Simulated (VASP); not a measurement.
These are PBEsol GGA, VASP's PBE PAW potentials (set 64) (plane waves; VASP 6.6.1) values and carry that method's errors.

A VASP calculation is set up with these files.

File POSCAR:
```
SrVO3
1
    3.8155536819     0.0000000000     0.0000000000
    0.0000000000     3.8155536819     0.0000000000
    0.0000000000     0.0000000000     3.8155536819
Sr V O
1 1 3
Direct
  0.0000000000   0.0000000000   0.0000000000
  0.5000000000   0.5000000000   0.5000000000
  0.5000000000   0.0000000000   0.5000000000
  0.0000000000   0.5000000000   0.5000000000
  0.5000000000   0.5000000000   0.0000000000
```

**INCAR**
```
ISMEAR = -5
ALGO = Normal
SYSTEM = SrVO3
NELM = 100   # most electronic steps
ENCUT = 520
LWAVE = .False.
LREAL = .False.
ISIF = 2   # forces and stress, cell fixed
NEDOS = 601
LCHARG = .True.
GGA = PS   # PBEsol
LMAXMIX = 4
LORBIT = 11
LASPH = .True.
PREC = Accurate
LEFG = .True.
EDIFF = 1E-7   # SCF stop (eV)
```

**KPOINTS**
```
K-points
0
G
 9 9 9
```

POTCAR, in this order: Sr_sv V_sv O (PBE.64 set). Program: vasp_std.

Output of the run:

### OSZICAR
```
       N       E                     dE             d eps       ncg     rms          rms(c)
DAV:   1     0.458445054849E+03    0.45845E+03   -0.24180E+04  1688   0.180E+03
DAV:   2    -0.219630149601E+02   -0.48041E+03   -0.47731E+03  2136   0.495E+02
DAV:   3    -0.503566562820E+02   -0.28394E+02   -0.28233E+02  1800   0.127E+02
DAV:   4    -0.512418653114E+02   -0.88521E+00   -0.88304E+00  2888   0.201E+01
DAV:   5    -0.512513427621E+02   -0.94775E-02   -0.94520E-02  2064   0.163E+00    0.414E+01
DAV:   6    -0.429196761257E+02    0.83317E+01   -0.90182E+01  2304   0.746E+01    0.189E+01
DAV:   7    -0.420151512714E+02    0.90452E+00   -0.28309E+01  1976   0.484E+01    0.184E+01
DAV:   8    -0.413809936425E+02    0.63416E+00   -0.39477E+00  1880   0.187E+01    0.242E+00
DAV:   9    -0.413952878951E+02   -0.14294E-01   -0.16923E-01  2320   0.258E+00    0.148E+00
DAV:  10    -0.413861746646E+02    0.91132E-02   -0.93346E-02  1848   0.302E+00    0.372E-01
DAV:  11    -0.413848149510E+02    0.13597E-02   -0.89799E-03  1864   0.807E-01    0.107E-01
DAV:  12    -0.413848959951E+02   -0.81044E-04   -0.49601E-04  2160   0.178E-01    0.980E-02
DAV:  13    -0.413848618642E+02    0.34131E-04   -0.22815E-04  1936   0.134E-01    0.116E-02
DAV:  14    -0.413848638647E+02   -0.20006E-05   -0.13228E-05  2320   0.216E-02    0.103E-02
DAV:  15    -0.413848628270E+02    0.10378E-05   -0.24233E-06  1872   0.105E-02    0.733E-03
DAV:  16    -0.413848630731E+02   -0.24613E-06   -0.66884E-07  1904   0.805E-03    0.164E-03
DAV:  17    -0.413848629192E+02    0.15390E-06   -0.87342E-08   896   0.243E-03    0.117E-03
DAV:  18    -0.413848629955E+02   -0.76330E-07   -0.36760E-08   864   0.214E-03
   1 F= -.41384863E+02 E0= -.41384863E+02  d E =0.000000E+00
```

OUTCAR:
```
------------------------ aborting loop because EDIFF is reached ----------------------------------------
  FORCE on cell =-STRESS in cart. coord.  units (eV):
  Direction    XX          YY          ZZ          XY          YZ          ZX
  --------------------------------------------------------------------------------------
  Total       -0.0157219     -0.0157219     -0.0157219      0.0000000      0.0000000     -0.0000000
  in kB       -0.4534639     -0.4534639     -0.4534639      0.0000000      0.0000000     -0.0000000
  external PRESSURE =      -0.4534639 kB  Pullay stress =       0.0000000 kB
  volume of cell :       55.55
      direct lattice vectors                 reciprocal lattice vectors
     3.815553682  0.000000000  0.000000000     0.262085161  0.000000000  0.000000000
     0.000000000  3.815553682  0.000000000     0.000000000  0.262085161  0.000000000
     0.000000000  0.000000000  3.815553682     0.000000000  0.000000000  0.262085161
 POSITION                                       TOTAL-FORCE (eV/Angst)
 -----------------------------------------------------------------------------------
      0.00000      0.00000      0.00000         0.000000      0.000000      0.000000
      1.90778      1.90778      1.90778         0.000000      0.000000      0.000000
      1.90778      0.00000      1.90778         0.000000      0.000000      0.000000
      0.00000      1.90778      1.90778         0.000000      0.000000      0.000000
      1.90778      1.90778      0.00000         0.000000      0.000000      0.000000
 -----------------------------------------------------------------------------------
    total drift:                                0.000000      0.000000      0.000000
  FREE ENERGIE OF THE ION-ELECTRON SYSTEM (eV)
  ---------------------------------------------------
  free  energy   TOTEN  =       -41.3848629955 eV

  energy  without entropy=      -41.3848629955  energy(sigma->0) =      -41.38486300

 total charge

# of ion       s       p       d       tot
------------------------------------------
    1        1.999   5.770   0.232   8.002
    2        2.297   6.372   2.998  11.667
    3        1.560   3.471   0.000   5.031
    4        1.560   3.471   0.000   5.031
    5        1.560   3.471   0.000   5.031
--------------------------------------------------
tot          8.975  22.556   3.231  34.762
```
(Selected blocks of OUTCAR.)

For a metal the tetrahedron method with Blöchl corrections gives inexact stress and forces.

The compound is SrVO3 in the cubic perovskite structure. It was relaxed first. The run is not spin-polarised, so no magnetic state was tried. The electron count is odd and the run is not spin-polarised, which forces a metal.
